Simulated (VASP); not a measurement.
A run of VASP 6.6.1 is set up as follows.

Contents of INCAR:

```
SYSTEM = Sr2C
PREC = Accurate
ENCUT = 520
EDIFF = 1E-7
ISMEAR = -1
SIGMA = 0.02
LREAL = .FALSE.
LASPH = .TRUE.
NELM = 100
ALGO = Fast
ISIF = 2
LWAVE = .FALSE.
LCHARG = .TRUE.
GGA = PE
LELF = .TRUE.
LVHAR = .TRUE.
NBANDS = 19
ISYM = 0
```

File KPOINTS:

```
Automatic mesh
0
Gamma
  4 4 4
  0 0 0.5
```

The input POSCAR:

```
Sr2C
1.0
    0.0000000000      3.3601424502      3.3601424502
    3.3601424502      0.0000000000      3.3601424502
    3.3601424502      3.3601424502      0.0000000000
C Sr
1 2
Direct
    0.0000000000      0.0000000000      0.0000000000
    0.2500000000      0.2500000000      0.2500000000
    0.7500000000      0.7500000000      0.7500000000
```

Potentials or basis: VASP PAW PBE potentials, release 64 (C, Sr_sv).

The run is started by

```console
$ cat potpaw_PBE.64/C/POTCAR potpaw_PBE.64/Sr_sv/POTCAR > POTCAR
$ mpirun -np 1 vasp_std > vasp.out
```

(1) Estimate the pressure.

(2) Estimate the band gap on the k mesh.

Answers

(1) 0.8 GPa.

(2) 0.15 eV, direct.
